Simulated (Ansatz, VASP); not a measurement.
# C: VASP beside Ansatz, part 2 of 2

Aim: how closely do two programs agree when they are given the same cell, functional and k mesh? The cell is taken from a series of VASP runs on this material, whose earlier steps may have relaxed, scaled or displaced it; both programs get it as it stands.

VASP 6.6.1 and Ansatz 0.2.0.

So far: Starting point; VASP: zone-centre phonons, PBE.

### Step 3. Ansatz: zone-centre phonons, PBE

Level of this step: Ansatz beside VASP: Kohn-Sham DFT, plane waves, PBE (Ansatz).

Ansatz runs on its default PAW (the set named soft_2) files.

The same cell, functional and mesh now go to Ansatz, which takes its cutoff from its data sets.

File input.yaml:

```yaml
crystal:
  lattice:
    - [0.0, 1.78337, 1.78337]
    - [1.78337, 0.0, 1.78337]
    - [1.78337, 1.78337, 0.0]
  atoms:
    - { symbol: C, position: [0.5, 0.5, 0.5] }
    - { symbol: C, position: [0.75, 0.75, 0.75] }
hamiltonian:
  xc: pbe
  pseudopotentials: { kind: paw }
kpoints:
  mp_grid: { grid: [18, 18, 18] }
scf:
  occupations: { method: fixed }
phonons:
  method: dfpt
  qpoints: [[0, 0, 0]]
  dielectric: true
  rigid_motions: translations
```

The run is started by

```console
ansatz run input.yaml --threads 4 --pin off --max-ram 9216MiB --backend cpu --events-out ev --progress --plain --runs-dir out
```

Numbers of over 12 decimals in the logs are rounded to 6 here.

The log of the run:

```text
Engine: ansatz 0.2.0, x86_64-unknown-linux-gnu
Pseudopotentials: kind: paw
Pseudopotential: C, paw, valence charge 4, recommended cutoff 420 eV (normal), C.paw.azcp
Functional definition: PBE
  parameter kappa = 0.804
  parameter beta = 0.066725
  exchange = pbe_x(kappa = kappa, mu = beta*pi^2/3)
  correlation = pbe_c(beta = beta)
Crystal: 2 atoms, lattice volume = 11.344 Å³
Basis set: ecut = 420 eV, 229 PW (Γ), exchange–correlation on 40×40×40 points (8 copies of the dense FFT grid, shifted against one another)
Bands: 8, of which v1, the nominal top of the filled ones, is band 4 counted from 1 (3 counted from 0)
Symmetry: 48 space group operations
k-points: 865 of 5832 (irreducible under 4 space group operations, time reversal used)
Non-local potential: C, projectors of the file, l = 0: 2, l = 1: 2, l = 2: 1
PAW form: soft (Blöchl's): semilocal exchange-correlation on the pseudo side does not see the compensation charge
PAW one-centre angular grid: C, 110 points (default); XC on 64 Gauss nodes
Initial density: superposition of atomic densities (neutral atoms: chi_scale 0, normalization atom), corrected by the library's trained network
Initial wavefunctions: pseudopotential atomic-orbital guess
Functional: x = pbe(κ = 0.804, μ = 0.219515), c = pbe(β = 0.066725)
SCF iter   1: F=—  HF=-501.615461 eV  |F-HF|=—  |Δ(HF+E_count)|=         —  Δρ=1.77e-3  dr2=9.57e-5  ethr=1.77e-3  ⟨swp⟩=3.9  Hψ=40802  notcnv=0  defer=1450
preconditioner: auto → none  [insulator: Δε(μ)=4.165 eV  Ē_g=19.632 eV  n_scr=0 (ndim 8)  ℏωp=31.2 eV  f_vac=0.000  ε∞_Penn≈3.5]
SCF iter   2: F=—  HF=-501.615522 eV  |F-HF|=—  |Δ(HF+E_count)|=   6.09e-5  Δρ=8.75e-4  dr2=2.08e-5  ethr=1.20e-6  ⟨swp⟩=2.2  Hψ=17347  notcnv=0  defer=1547
SCF iter   3: F=—  HF=-501.615576 eV  |F-HF|=—  |Δ(HF+E_count)|=   5.41e-5  Δρ=9.10e-5  dr2=6.10e-7  ethr=2.60e-7  ⟨swp⟩=2.1  Hψ=11204  notcnv=0  defer=1240
SCF iter   4: F=—  HF=-501.615576 eV  |F-HF|=—  |Δ(HF+E_count)|=   3.49e-7  Δρ=2.29e-5  dr2=3.10e-8  ethr=7.62e-9  ⟨swp⟩=2.0  Hψ=10304  notcnv=0
SCF iter   5: F=—  HF=-501.615576 eV  |F-HF|=—  |Δ(HF+E_count)|=   5.19e-9  Δρ=5.21e-6  dr2=1.62e-9  ethr=3.87e-10  ⟨swp⟩=2.4  Hψ=10523  notcnv=0
SCF iter   6: F=-501.615576 eV  HF=-501.615576 eV  |F-HF|=2.33e-12  |Δ(HF+E_count)|=  2.61e-10  Δρ=6.06e-7  dr2=2.36e-11  ethr=1.25e-12  ⟨swp⟩=5.3  Hψ=41055  notcnv=0
SCF 1 converged in 6 iterations: F = -501.615576 eV  dr2 = 2.36e-11
  greatest PAW one-centre occupation: 0.644 electrons in one spin orbital (limit 2), on the C atom at site 1 (counted from 0), in its partial waves of l = 0
NSCF: frozen V_eff on 2 k-points
DFPT response loops at Γ: preconditioner auto → none (the input reference at scf.mixing.eps_inf says where Resta's filter doesn't serve); β = 0.50; Broyden in place of MSR1
SCF converged after 6 iterations
Free energy (F): -501.615576 eV
Harris-Foulkes:  -501.615576 eV  (|F-HF|=2.33e-12)
Internal energy: -501.615576 eV  (E = F + TS)
E sigma→0 (E₀):  -501.615576 eV
Fermi energy:    13.316464 eV
--- Per-component energies (eV) ---
  E_band       = 34.706488
  E_kinetic    = 184.534977
  E_local      = -122.400297  (includes V_loc(G=0)·N_el)
  E_nonlocal   = 53.317678
  E_hartree    = 26.768471
  E_xc         = -97.431203
  E_vxc        = -120.956840  (∫ρ·V_xc dr)
  E_paw        = -198.443857  (= ΣΔE_a)
  E_vpaw       = -13.325951  (= ΣTr[D̂ρ^β])
  E_aug_tail   = 0.000018  (compensation charges beyond the density's cutoff)
  E_ewald      = -347.961363
  E_smearing   = -0.000000  (= −TS)
  E_closure    = -0.000000  (closes the sum)
  Σ components = -501.615576   (vs F -501.615576, Δ=0.00e0)
--- Band table (eV; the first three rows and the last of 865) ---
  k-point 0: bands = ["-8.1626", "13.3165", "13.3165", "13.3165", "18.9104", "18.9104", "18.9104", "26.5945"]
  k-point 1: bands = ["-8.0771", "12.7252", "13.1642", "13.1642", "19.1082", "19.1082", "19.2721", "26.6686"]
  k-point 2: bands = ["-7.8211", "11.3187", "12.7802", "12.7802", "19.6142", "19.6142", "20.0060", "26.8895"]
  k-point 864: bands = ["0.6713", "1.8461", "4.5858", "5.6950", "23.3020", "24.1180", "25.7665", "26.0600"]
--- Phonons (Γ-DFPT): 1 representative perturbation + reference, on 865 of 5832 k-points (Σ response iterations 3) ---
  k mesh reduced under 4 symmetry operations, with k and −k counted as one. Each operation leaves every solved perturbation unchanged. A smaller set is not considered because the run solves the response to a homogeneous field
  ASR residual: 1.769e-4 → 0.000e0 eV/Å²; symmetrization residual: 5.684e-14 eV/Å²
  ASR residual per site (eV/Å²): 1.77e-4 1.77e-4
  Γ frequencies (cm⁻¹): 0.00 0.00 0.00 1295.20 1295.20 1295.20
  ε∞ (high-frequency dielectric tensor):
        5.843795    -0.000000     0.000000
       -0.000000     5.843795     0.000000
        0.000000    -0.000000     5.843795
  ε⁰ (static dielectric tensor: ions relaxed, cell fixed):
        5.843795    -0.000000     0.000000
       -0.000000     5.843795     0.000000
        0.000000    -0.000000     5.843795
  ε⁰ − ε∞ (ionic part):
        0.000000     0.000000     0.000000
        0.000000     0.000000     0.000000
        0.000000     0.000000     0.000000
  softest optical mode at Γ: 1295.20 cm⁻¹; the repairs (sum rule, projections) moved no ω² at Γ by more than (2.00 cm⁻¹)²
  Born effective charges Z* (e; rows j = field, columns β = displacement):
    site 0:
         0.00000    0.00000    0.00000
         0.00000    0.00000    0.00000
         0.00000    0.00000    0.00000
    site 1:
         0.00000    0.00000    0.00000
         0.00000    0.00000    0.00000
         0.00000    0.00000    0.00000
  Z* charge neutrality: 2.464e-5 e pre-enforcement
  k-mesh period / interband length: 45.4 Å / 1.79 Å = 25.42 at k = (0.0000, 0.0000, 0.0000), direct gap 5.594 eV — 14 or more, which is no proof of convergence
  optical modes at Γ without the LO–TO term, one row a degenerate level:
      ω (cm⁻¹)  modes    IR ((D/Å)²/amu)
       1295.20      3             0.0000
  optical modes at Γ + LO–TO along q̂ = [1.0000, 0.0000, 0.0000]:
      ω (cm⁻¹)  modes    IR ((D/Å)²/amu)
       1295.20      3             0.0000
  optical modes at Γ + LO–TO along q̂ = [0.0000, 1.0000, 0.0000]:
      ω (cm⁻¹)  modes    IR ((D/Å)²/amu)
       1295.20      3             0.0000
  optical modes at Γ + LO–TO along q̂ = [0.0000, 0.0000, 1.0000]:
      ω (cm⁻¹)  modes    IR ((D/Å)²/amu)
       1295.20      3             0.0000
--- Phonons (arbitrary-q DFPT): 1 explicit q-point ---
  q = [0, 0, 0] (of the zone-centre solve; hermiticity 7.67e-16, symmetrization 8.95e-16): -0.00 -0.00 -0.00 1295.20 1295.20 1295.20
  sum rule: each row above includes the acoustic sum rule's correction from the zone centre's row sums; it moved no ω² by more than (2.00 cm⁻¹)²
```

Elapsed: 5.9 s, on 4 threads of Intel Xeon Platinum 8559C (Emerald Rapids), shared host; peak memory 0.6 GiB; 20 s of CPU time.

In the SCF lines HF is the Harris–Foulkes energy and dr2 the Hartree energy of the density residual, in eV; the loop may stop once dr2 is under the threshold and the program's other checks hold. Hψ counts applications of the Hamiltonian.

### Step 4. Comparison

Known differences besides the potentials themselves: the cutoff is 420 eV in Ansatz and 520 eV in VASP; VASP leaves aspherical gradient terms in its spheres out (LASPH is not set), Ansatz keeps them. Total energies have different zeros and are not compared.

The two programs side by side:

| quantity | Ansatz | VASP | difference |
| --- | --- | --- | --- |
| ε∞ xx | 5.84 | 5.82 | +0.38 % |
| ε∞ yy | 5.84 | 5.82 | +0.38 % |
| ε∞ zz | 5.84 | 5.82 | +0.38 % |
| Born charge of C1 (mean of the diagonal) (e) | 0.00 | 0.00 | 0.00 |
| optical mode 1 to 3 (cm⁻¹) | 1295.2 | 1299.7 | -0.34 % |

Modes are paired by rising frequency and degeneracy, not by their patterns, so a pair may still set unlike modes beside each other.

### Step 5. Summary of results

| Item | Value |
| --- | --- |
| r.m.s. difference of the optical zone-centre modes, each program's sorted by frequency (zone-centre phonons, PBE) | 4.5 cm⁻¹ |

The r.m.s. difference of the optical zone-centre modes, each program's sorted by frequency is 4.5 cm⁻¹ (zone-centre phonons, PBE). How closely two codes agree says nothing of how well the functional describes the real material.

[Lines on the potential files, build, host, timing and source positions are cut from VASP's logs without a mark.]

[Logs are printed without paths, hosts, clocks, repeated set-up lines and the standing remarks that a program may print on its own settings, such as how far it seeks lower states.]

[Hosts, paths, dates, database ids (printed as entryN), source tags and the programs' standing remarks are cut or masked in the printed files.]
